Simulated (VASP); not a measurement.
Here is a VASP 6.6.1 calculation.

INCAR

```
PREC = Accurate
ENCUT = 600
EDIFF = 1E-7
ISMEAR = -1
SIGMA = 0.05
LREAL = F
LASPH = T
NELM = 100
ALGO = Normal
ISIF = 3
LWAVE = F
LCHARG = F
GGA = PE
IVDW = 1
IBRION = 2
NSW = 60
EDIFFG = -0.01
```

KPOINTS

```
Automatic mesh
0
Gamma
  5 5 5
```

File POSCAR:

```
Sc3Te
1.0
    0.0000000000      3.5695000000      3.5695000000
    3.5695000000      0.0000000000      3.5695000000
    3.5695000000      3.5695000000      0.0000000000
Sc Te
3 1
Direct
    0.2500000000      0.2500000000      0.2500000000
    0.7500000000      0.7500000000      0.7500000000
    0.5000000000      0.5000000000      0.5000000000
    0.0000000000      0.0000000000      0.0000000000
```

Potentials or basis: VASP PAW PBE potentials, release 64 (Sc_sv, Te).

Command:

```console
$ cat potpaw_PBE.64/Sc_sv/POTCAR potpaw_PBE.64/Te/POTCAR > POTCAR
$ mpirun -np 1 vasp_std > vasp.out
```

(1) Predict the relaxed volume.

(2) Estimate the space group after relaxing (to 0.05 Å).

(3) Predict the dispersion energy per atom.

(4) Estimate the relaxed cell.

## Answers

(1) 22.59 Å³/atom.

(2) Fm-3m (No. 225).

(3) -0.366 eV.

(4) a = 5.037 Å, b = 5.037 Å, c = 5.037 Å, α = 60.00°, β = 60.00°, γ = 60.00°.

Caveat: atom-pairwise D2, TS and ULG terms overbind metals; pairwise dispersion overbinds metals, which lowers pressure and volume.
